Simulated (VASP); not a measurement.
**HfO₂ (relaxed from the layer:2H-MoS2 structure): computed properties**

Computed with r2SCAN meta-GGA, VASP's PBE PAW potentials (set 64) (plane waves; VASP).

| Quantity | Result |
|---|---|
| space group | P-6m2 (187) |
| cell | a = 3.0861 Å, b = 3.0861 Å, c = 13.7303 Å, α = 90.00°, β = 90.00°, γ = 120.00° |
| band gap (over mesh and band path) | 2.47 eV |
| smallest direct gap (over mesh and band path) | 2.58 eV |
| band-edge character | indirect, K-Γ at 0.53 to K-Γ at 0.21 |

```
CELL_PARAMETERS angstrom
      3.08609     0.00000     0.00000
     -1.54304     2.67263     0.00000
      0.00000     0.00000    13.73031
ATOMIC_POSITIONS crystal
  Hf 0.66667 0.33333 0.50000
  O  0.33333 0.66667 0.41633
  O  0.33333 0.66667 0.58367
```

The cell holds vacuum, so volume and density refer to the whole cell. The cell holds a wide vacuum, so values per volume refer to the whole cell. Unless said otherwise, spin-orbit coupling is left out, though it shifts the bands of the heavy elements here.

The cell is a sheet with vacuum, built from a generated structure.
